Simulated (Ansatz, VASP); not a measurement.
# SbP in two plane-wave programs, part 2 of 2

One calculation is typed for both programs; each brings its own data sets. How far apart do they land? The cell is generated by rule, not measured, and may not be a known phase. The cell is taken from a series of runs on this material, whose earlier steps may have relaxed, scaled, displaced or heated it; both programs get it as it stands.

VASP 6.6.1 and Ansatz 0.2.0.

So far. Step 5 (Ansatz: single point, PBEsol, pair 2): The run ends at a pressure of 1.27 GPa, with forces up to 0.21 eV/Å. Step 6 (VASP: single point, PBEsol, pair 2): The run ends at a pressure of 1.46 GPa, with forces up to 0.19 eV/Å.

The structure was built from a prototype and need not be the compound's stable phase.

## (8) Ansatz: single point, PBEsol, pair 3

Level of this step: Ansatz beside VASP: Kohn-Sham DFT, plane waves, PBEsol (Ansatz).

With cell and atoms fixed, the geometry can't cause a difference; cores, projectors, grids and the points listed under the comparison can.

The cell is taken from a series of runs on this material, whose earlier steps may have relaxed, scaled, displaced or heated it; both programs get it as it stands.

input.yaml reads:

```yaml
crystal:
  lattice:
    - [0.0, 2.7784949752, 2.7784949752]
    - [2.7784949752, 0.0, 2.7784949752]
    - [2.7784949752, 2.7784949752, 0.0]
  atoms:
    - { symbol: Sb, position: [0.0174434753, -0.0058144918, -0.0058144918] }
    - { symbol: P, position: [0.4314284926, 0.5228571691, 0.5228571691] }
kpoints:
  mp_grid: { grid: [12, 12, 12] }
hamiltonian:
  xc: pbesol
  pseudopotentials: { kind: nc }
scf:
  occupations: { method: methfessel_paxton, width: 0.15 }
output:
  forces: true
  stress: true
  eigenvalues: true
```

Command:

```
> ansatz run input.yaml --threads 4 --pin off --max-ram 7168MiB --backend cpu --events-out ev --progress --plain --runs-dir out
```

Numbers of over 12 decimals in the logs are rounded to 6 here.

The program printed:

```text
[...]
Crystal: 2 atoms, lattice volume = 42.900 Å³
Basis set: ecut = 1088.45545 eV, 3479 PW (Γ), exchange–correlation on 90×90×90 points (8 copies of the dense FFT grid, shifted against one another)
Bands: 14, of which v1, the nominal top of the filled ones, is band 10 counted from 1 (9 counted from 0)
Symmetry: 6 space group operations
[...]
--- Band table (eV; the first three rows and the last of 189) ---
  k-point 0: bands = [... 6 lower, 7.4542, 8.8968, 8.8968, 9.2579, 14.1724, 14.8199, 14.8199, 16.4395]
  k-point 1: bands = [... 6 lower, 6.6824, 8.8891, 9.1818, 9.5257, 13.9757, 14.5389, 14.6543, 16.2057]
  k-point 2: bands = [... 6 lower, 5.3702, 8.8773, 9.2010, 10.1767, 13.4649, 13.7743, 14.0749, 16.1536]
  k-point 188: bands = [... 6 lower, 1.2896, 9.3406, 9.3406, 10.6974, 11.0267, 11.0267, 12.5030, 19.7473]
[key lines of the parts left out:]
SCF converged after 7 iterations
Free energy (F): -2657.983528 eV
Fermi energy:    11.242079 eV
P = ⅓ Tr σ = 2.7122 GPa (27.122 kbar)
```

The run ends at a pressure of 2.71 GPa, with forces up to 0.14 eV/Å.

## (9) VASP: single point, PBEsol, pair 3

The same cell, functional, mesh and smearing now go to VASP, with its own data sets.

INCAR reads:

```
SYSTEM = SbP
PREC = Accurate
ENCUT = 500
EDIFF = 1E-06
NELM = 120
ISMEAR = 1
SIGMA = 0.15
LREAL = .FALSE.
ALGO = Normal
GGA = PS
NBANDS = 11
LORBIT = 11
LWAVE = .FALSE.
LCHARG = .FALSE.
ISIF = 2
LASPH = .TRUE.
GGA_COMPAT = .FALSE.
KPAR = 2
```

POSCAR reads:

```
SbP
1.0
    0.0000000000      2.7784949752      2.7784949752
    2.7784949752      0.0000000000      2.7784949752
    2.7784949752      2.7784949752      0.0000000000
Sb P
1 1
Direct
    0.0174434753      0.9941855082      0.9941855082
    0.4314284926      0.5228571691      0.5228571691
```

KPOINTS reads:

```
Automatic mesh
0
Gamma
12 12 12
0 0 0
```

Potentials, in the order of the species: Sb and P (PBE family, release 64).

Command:

```
> mpirun -np 2 vasp_std
```

The program printed:

```text
[... set-up lines as in an earlier step ...]
 entering main loop
       N       E                     dE             d eps       ncg     rms          rms(c)
DAV:   1     0.254937129198E+02    0.25494E+02   -0.37874E+03  4174   0.697E+02
DAV:   2    -0.882421848802E+01   -0.34318E+02   -0.33269E+02  5691   0.117E+02
DAV:   3    -0.103314306973E+02   -0.15072E+01   -0.14974E+01  5098   0.250E+01
DAV:   4    -0.103439655084E+02   -0.12535E-01   -0.12532E-01  4942   0.272E+00
[...]
DAV:  10    -0.101983479050E+02   -0.74074E-05   -0.46980E-05  5012   0.449E-02    0.225E-02
DAV:  11    -0.101983487393E+02   -0.83433E-06   -0.12576E-05  4788   0.175E-02    0.491E-03
DAV:  12    -0.101983486359E+02    0.10339E-06   -0.82213E-07  2598   0.583E-03
   1 F= -.10198349E+02 E0= -.10198503E+02  d E =0.463395E-03
```

OUTCAR, selected parts (step 9):

```text
  Total        0.7933768      0.7933768      0.7933768     -0.1967803      0.1967803     -0.1967803
  in kB       29.6299732     29.6299732     29.6299732     -7.3490874      7.3490874     -7.3490874
  external PRESSURE =      29.6299732 kB  Pullay stress =       0.0000000 kB

 POSITION                                       TOTAL-FORCE (eV/Angst)
 -----------------------------------------------------------------------------------
      5.52468      2.81081      2.81081         0.102837     -0.102837     -0.102837
      2.90551      2.65148      2.65148        -0.102837      0.102837      0.102837
 -----------------------------------------------------------------------------------
    total drift:                                0.000209     -0.000208     -0.000209

  FREE ENERGIE OF THE ION-ELECTRON SYSTEM (eV)
  ---------------------------------------------------
  free  energy   TOTEN  =       -10.1983486359 eV

  energy  without entropy=      -10.1988120310  energy(sigma->0) =      -10.19850310

[... 2 parts as in an earlier step ...]

[... 1 further part left out ...]
[key lines of the parts left out:]
E-fermi :   8.5183
```

The run ends at a pressure of 2.96 GPa, with forces up to 0.18 eV/Å.

## (10) Comparison

What differs besides the data sets and the points named for the pairs above, as far as they apply: the data sets hold 20 valence electrons in Ansatz (on norm-conserving files, of PseudoDojo where its log says so) and 10 in VASP. Total energies have different zeros and are not compared.

The two programs side by side:

```csv
quantity,Ansatz,VASP,difference
pressure (GPa),2.71,2.96,-0.25
```

Forces (eV/Å; atoms numbered as in POSCAR):

```csv
atom,"Ansatz x, y, z","VASP x, y, z"
Sb1,"0.083, -0.083, -0.083","0.103, -0.103, -0.103"
P2,"-0.083, 0.083, 0.083","-0.103, 0.103, 0.103"
```

The forces differ by 20 meV/Å r.m.s., which is 19.5 % of the r.m.s. force of 0.103 eV/Å (both taken over all components).

## (11) Further runs

Further runs change the set-up of one program: Ansatz's method, potentials or start, or VASP's data sets, cutoff or form of LDA. The table gives Ansatz less VASP for each quantity, since a change that brings one quantity closer may part another.

```csv
run,r.m.s. force difference (meV/Å),pressure (GPa)
as above,20,-0.25
VASP with the data sets Sb_d_GW and P,5.6,-0.074
```

## (12) Summary of results

```
r.m.s. force difference (single point, PBEsol, pair 1) : 5.4 meV/Å
r.m.s. force difference (single point, PBEsol, pair 2) : 11 meV/Å
r.m.s. force difference (single point, PBEsol, pair 3) : 20 meV/Å
```

What this shows: The r.m.s. force difference is 20 meV/Å (single point, PBEsol, pair 3), beyond the 12 meV/Å picked in this series as the mark of a large difference. The data sets hold unlike numbers of valence electrons (20 in Ansatz and 10 in VASP), so part of the differences comes from the potentials. Single point, PBEsol, pair 3, VASP with the data sets Sb_d_GW and P: r.m.s. force difference goes from 20 to 5.6 meV/Å; the difference in pressure goes from -0.25 to -0.074 GPa. 5 further runs of this series are not shown here. How closely two codes agree says nothing of how well the functional describes the real material.

[Lines on the potential files, build, host, timing and source positions are cut from VASP's logs without a mark.]

[Logs are printed without paths, hosts, clocks, repeated set-up lines and the standing remarks that a program may print on its own settings, such as how far it seeks lower states.]

[Hosts, paths, dates, database ids (printed as entryN), source tags and the programs' standing remarks are cut or masked in the printed files.]
